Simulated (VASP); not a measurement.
Given:

```
CELL_PARAMETERS angstrom
      0.00000     2.72490     2.72490
      2.72490     0.00000     2.72490
      2.72490     2.72490     0.00000
ATOMIC_POSITIONS crystal
  Ag 0.00000 0.00000 0.00000
  Cl 0.50000 0.50000 0.50000
```

All values below come from PBE GGA with D3 dispersion (Becke-Johnson damping), VASP's PBE PAW potentials (set 64) (plane waves; VASP). Numerical set-up: 520 eV cut-off, 8×8×8 Γ-centred mesh, Gaussian smearing of 0.050 eV, potentials Ag Cl.

**Question.** Give the stress tensor in GPa (positive for a compressed cell).

**Answer.** 
```
1.67  0.00  0.00
0.00  1.67  0.00
0.00  0.00  1.67
```
The pressure is its mean diagonal, 1.67 GPa.

The compound is AgCl in the rock salt structure. This cell is one point of a volume scan, at 0.97 of the reference volume.
